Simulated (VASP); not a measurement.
```
CELL_PARAMETERS angstrom
      0.00000     2.85039     2.85039
      2.85039     0.00000     2.85039
      2.85039     2.85039     0.00000
ATOMIC_POSITIONS crystal
  Ge 0.00000 0.00000 0.00000
  Ge 0.25000 0.25000 0.25000
```

Level of theory: PBE GGA, VASP's PBE PAW potentials (set 64) (plane waves; VASP). Run with 520 eV cut-off, 11×11×11 Γ-centred mesh, first-order Methfessel-Paxton smearing of 0.10 eV, potentials Ge_d.

Task: Predict the energy per atom (σ→0), pressure, band gap (on the k-mesh) with the smallest direct gap where there is one.

Result: 
| Quantity | Result |
|---|---|
| band gap (on the k-mesh) | none (metal, semimetal or under 0.01 eV) |
| energy per atom (σ→0) | -4.513 eV/atom |
| pressure | 1.96 GPa |

The absolute energy has meaning only against runs of the same code, potentials and settings.

The compound is Ge in the diamond structure. This cell is one point of a volume scan, at 0.97 of the reference volume.
